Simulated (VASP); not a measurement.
These are SCAN meta-GGA, VASP's PBE PAW potentials (set 64) (plane waves; VASP) values and carry that method's errors.

VASP input:

POSCAR:
```
K
1
   -2.6530130211     2.6530130211     2.6530130211
    2.6530130211    -2.6530130211     2.6530130211
    2.6530130211     2.6530130211    -2.6530130211
K
1
Direct
  0.0000000000   0.0000000000   0.0000000000
```

### KPOINTS
```
Automatic
0
gamma
  11 11 11
```

INCAR:
```
# general
SYSTEM   =  K
PREC     =  Accurate
ENCUT    =  520
LREAL    =  F
LASPH    =  T

# electronic loop
EDIFF    =  1E-7
NELM     =  100
ALGO     =  Normal
LMIXTAU  =  T

# smearing
ISMEAR   =  -5

# functional
METAGGA  =  SCAN

# ions
ISIF     =  2

# output
LWAVE    =  F
LCHARG   =  F
LORBIT   =  11
NEDOS    =  601
```

### KPOINTS_OPT
```
k-points along high-symmetry lines
10
Line-mode
Reciprocal
  0.000000   0.000000   0.000000 ! GAMMA
  0.500000  -0.500000   0.500000 ! H

  0.500000  -0.500000   0.500000 ! H
  0.000000  -0.000000   0.500000 ! N

  0.000000  -0.000000   0.500000 ! N
  0.000000   0.000000   0.000000 ! GAMMA

  0.000000   0.000000   0.000000 ! GAMMA
  0.250000   0.250000   0.250000 ! P

  0.250000   0.250000   0.250000 ! P
  0.500000  -0.500000   0.500000 ! H

  0.250000   0.250000   0.250000 ! P
  0.000000  -0.000000   0.500000 ! N
```

POTCAR, in this order: K_sv (PBE.64 set). Program: vasp_std.

Output

OUTCAR:
```
 ion  position               nearest neighbor table
   1  0.000  0.000  0.000-
  LATTYP: Found a body centered cubic cell.
 ALAT       =     5.3060260422
 Subroutine PRICEL returns:
 Original cell was already a primitive cell.
 Subroutine GETGRP returns: Found 48 space group operations
The static configuration has the point symmetry O_h .
The dynamic configuration has the point symmetry O_h .
 Subroutine INISYM returns: Found 48 space group operations
 Subroutine IBZKPT returns following result:
 Found     56 irreducible k-points:

 Following reciprocal coordinates:
            Coordinates               Weight
  0.000000  0.000000  0.000000      1.000000
  0.090909  0.000000  0.000000     12.000000
  0.181818  0.000000  0.000000     12.000000
  0.272727  0.000000  0.000000     12.000000
  0.363636  0.000000  0.000000     12.000000
  0.454545  0.000000  0.000000     12.000000
  0.090909  0.090909  0.000000     24.000000
  0.181818  0.090909  0.000000     48.000000
  0.272727  0.090909  0.000000     48.000000
  0.363636  0.090909 -0.000000     48.000000
  0.454545  0.090909  0.000000     24.000000
  0.181818  0.181818  0.000000     24.000000
  0.272727  0.181818  0.000000     48.000000
  0.363636  0.181818  0.000000     48.000000
  0.272727  0.272727  0.000000     24.000000
  0.363636  0.272727 -0.000000     24.000000
  0.090909  0.090909  0.090909      8.000000
  0.181818  0.090909  0.090909     24.000000
  0.272727  0.090909  0.090909     24.000000
  0.363636  0.090909  0.090909     24.000000
 -0.090909  0.090909  0.090909      6.000000
  0.181818  0.181818  0.090909     24.000000
  0.272727  0.181818  0.090909     48.000000
  0.363636  0.181818  0.090909     24.000000
 -0.181818  0.181818  0.090909     24.000000
...
```

### OSZICAR
```
       N       E                     dE             d eps       ncg     rms          rms(c)
DAV:   1     0.357289592273E+02    0.35729E+02   -0.37700E+03   896   0.881E+02
DAV:   2    -0.886157303322E+01   -0.44591E+02   -0.44480E+02   904   0.224E+02
DAV:   3    -0.105554376250E+02   -0.16939E+01   -0.16910E+01  1504   0.367E+01
DAV:   4    -0.105905758031E+02   -0.35138E-01   -0.34959E-01  1304   0.402E+00
DAV:   5    -0.105909715077E+02   -0.39570E-03   -0.39542E-03  1544   0.301E-01    0.164E+00
DAV:   6    -0.894805062139E+01    0.16429E+01   -0.16162E+00   936   0.130E+01    0.131E+00
DAV:   7    -0.818185027504E+01    0.76620E+00   -0.18169E-01   928   0.549E+00    0.756E-01
DAV:   8    -0.857333207571E+01   -0.39148E+00   -0.10028E-01  1000   0.351E+00    0.275E-01
DAV:   9    -0.835360292193E+01    0.21973E+00   -0.19785E-01   952   0.419E+00    0.136E-01
DAV:  10    -0.835029477876E+01    0.33081E-02   -0.54110E-03  1704   0.876E-01    0.115E-01
DAV:  11    -0.835092412251E+01   -0.62934E-03   -0.14362E-03  1048   0.614E-01    0.752E-02
DAV:  12    -0.833088771455E+01    0.20036E-01   -0.20127E-02   920   0.219E+00    0.586E-02
DAV:  13    -0.833119228262E+01   -0.30457E-03   -0.16150E-03   944   0.614E-01    0.514E-02
DAV:  14    -0.833204501772E+01   -0.85274E-03   -0.75977E-04  1016   0.440E-01    0.327E-02
DAV:  15    -0.833571683490E+01   -0.36718E-02   -0.16960E-02   896   0.177E+00    0.124E-02
DAV:  16    -0.833511369557E+01    0.60314E-03   -0.18802E-03   896   0.525E-01    0.749E-03
DAV:  17    -0.833586918711E+01   -0.75549E-03   -0.52879E-03   896   0.109E+00    0.134E-02
DAV:  18    -0.833588439982E+01   -0.15213E-04   -0.24901E-03   896   0.595E-01    0.126E-02
DAV:  19    -0.833595050088E+01   -0.66101E-04   -0.19864E-04   976   0.185E-01    0.114E-02
DAV:  20    -0.833620384755E+01   -0.25335E-03   -0.35047E-04   936   0.302E-01    0.664E-03
DAV:  21    -0.833582739494E+01    0.37645E-03   -0.97196E-04   928   0.485E-01    0.546E-03
DAV:  22    -0.833583781108E+01   -0.10416E-04   -0.49462E-05  1064   0.102E-01    0.436E-03
DAV:  23    -0.833580906960E+01    0.28741E-04   -0.41562E-05   952   0.952E-02    0.352E-03
DAV:  24    -0.833580795921E+01    0.11104E-05   -0.10527E-06  1728   0.916E-03    0.390E-03
DAV:  25    -0.833582681988E+01   -0.18861E-04   -0.16832E-05   944   0.550E-02    0.370E-03
DAV:  26    -0.833580707960E+01    0.19740E-04   -0.56693E-05   960   0.111E-01    0.102E-02
DAV:  27    -0.833596903274E+01   -0.16195E-03   -0.32400E-04   936   0.281E-01    0.460E-03
DAV:  28    -0.833583031056E+01    0.13872E-03   -0.24545E-04   928   0.208E-01    0.218E-03
DAV:  29    -0.833580169989E+01    0.28611E-04   -0.27300E-04   928   0.269E-01    0.651E-03
DAV:  30    -0.833579644674E+01    0.52532E-05   -0.12179E-04   928   0.156E-01    0.727E-03
DAV:  31    -0.833579592890E+01    0.51784E-06   -0.45428E-06   976   0.333E-02    0.639E-03
DAV:  32    -0.833579285502E+01    0.30739E-05   -0.56197E-06   944   0.347E-02    0.568E-03
DAV:  33    -0.833579242878E+01    0.42624E-06   -0.17262E-06  1056   0.191E-02    0.547E-03
DAV:  34    -0.833579250703E+01   -0.78256E-07   -0.17254E-07  1472   0.566E-03
   1 F= -.83357925E+01 E0= -.83357925E+01  d E =0.000000E+00
       N       E                     dE             ncg
       N       E                     dE             ncg
```

**OUTCAR**
```
------------------------ aborting loop because EDIFF is reached ----------------------------------------
  FORCE on cell =-STRESS in cart. coord.  units (eV):
  Direction    XX          YY          ZZ          XY          YZ          ZX
  --------------------------------------------------------------------------------------
  Total        0.0018220      0.0018220      0.0018220      0.0000000     -0.0000000      0.0000000
  in kB        0.0390815      0.0390815      0.0390815      0.0000000     -0.0000000      0.0000000
  external PRESSURE =       0.0390815 kB  Pullay stress =       0.0000000 kB
  volume of cell :       74.69
      direct lattice vectors                 reciprocal lattice vectors
    -2.653013021  2.653013021  2.653013021     0.000000000  0.188464963  0.188464963
     2.653013021 -2.653013021  2.653013021     0.188464963  0.000000000  0.188464963
     2.653013021  2.653013021 -2.653013021     0.188464963  0.188464963  0.000000000
 POSITION                                       TOTAL-FORCE (eV/Angst)
 -----------------------------------------------------------------------------------
      0.00000      0.00000      0.00000         0.000000     -0.000000      0.000000
 -----------------------------------------------------------------------------------
    total drift:                               -0.000000      0.000000     -0.000000
  FREE ENERGIE OF THE ION-ELECTRON SYSTEM (eV)
  ---------------------------------------------------
  free  energy   TOTEN  =        -8.3357925070 eV

  energy  without entropy=       -8.3357925070  energy(sigma->0) =       -8.33579251

 total charge

# of ion       s       p       d       tot
------------------------------------------
    1        1.979   5.642   0.004   7.625
```
(Selected blocks of OUTCAR.)

For a metal the tetrahedron method with Blöchl corrections gives inexact stress and forces.

The compound is K in the bcc structure. It was relaxed first.
